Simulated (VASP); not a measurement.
Crystal: Fe2O3 (Hematite).

```
Fe O
1.0
     2.51900    1.45435    4.59067
    -2.51900    1.45435    4.59067
     0.00000   -2.90869    4.59067
Fe O
4 6
Direct
  0.35530 0.35530 0.35530
  0.14470 0.14470 0.14470
  0.64470 0.64470 0.64470
  0.85530 0.85530 0.85530
  0.55590 0.94410 0.25000
  0.25000 0.55590 0.94410
  0.94410 0.25000 0.55590
  0.44410 0.05590 0.75000
  0.75000 0.44410 0.05590
  0.05590 0.75000 0.44410
```

| Property | Result |
| --- | --- |
| Program | VASP 6.6.1 |
| Task | relaxation of cell and atoms |
| Functional | r2SCAN |
| Potentials or basis | VASP PAW PBE potentials, release 64 (Fe, O) |
| Cutoff | 600 eV |
| k mesh | 9 × 9 × 9 |
| Occupations | methfessel-paxton, width 0.1 eV |
| Spin | collinear spin, ferromagnetic start |
| Starting moments | [5.0, 5.0, 5.0, 5.0, 0.0, 0.0, 0.0, 0.0, 0.0, 0.0] μB |

At the start: pressure 4.9 GPa; volume 10.09 Å³/atom.

Problem. How do energy, volume and symmetry change on relaxing?

Solution. Over 6 steps the energy falls by 4.0 meV/atom and the volume is 10.30 Å³/atom (+2.1 %); space group R-3c (No. 167, to 0.05 Å); moment 20.00 μB per cell.

The path:
| step | energy change (eV) | largest force (eV/Å) | pressure (GPa) | volume (Å³) |
| --- | --- | --- | --- | --- |
| 1 | 0.0000 | 0.1116 | 4.90 | 100.91 |
| 2 | -0.0028 | 0.0173 | -4.84 | 105.48 |
| 3 | -0.0384 | 0.0426 | -0.28 | 103.21 |
| 4 | -0.0384 | 0.0434 | -0.18 | 103.16 |
| 5 | -0.0401 | 0.0090 | -0.04 | 103.05 |
| 6 | -0.0404 | 0.0082 | 0.05 | 103.00 |

Final structure:
```yaml
crystal:
  lattice:
    - [2.54484, 1.46926, 4.59111]
    - [-2.54484, 1.46926, 4.59111]
    - [0.00000, -2.93853, 4.59111]
  atoms:
    - { symbol: Fe, position: [0.35490, 0.35490, 0.35490] }
    - { symbol: Fe, position: [0.14510, 0.14510, 0.14510] }
    - { symbol: Fe, position: [0.64510, 0.64510, 0.64510] }
    - { symbol: Fe, position: [0.85490, 0.85490, 0.85490] }
    - { symbol: O, position: [0.55559, 0.94441, 0.25000] }
    - { symbol: O, position: [0.25000, 0.55559, 0.94441] }
    - { symbol: O, position: [0.94441, 0.25000, 0.55559] }
    - { symbol: O, position: [0.44441, 0.05559, 0.75000] }
    - { symbol: O, position: [0.75000, 0.44441, 0.05559] }
    - { symbol: O, position: [0.05559, 0.75000, 0.44441] }
```

Caveat: the PAW data sets were made with another functional, which shifts forces and pressure a little; only a ferromagnetic start was run, and an antiferromagnetic order may lie lower in energy.
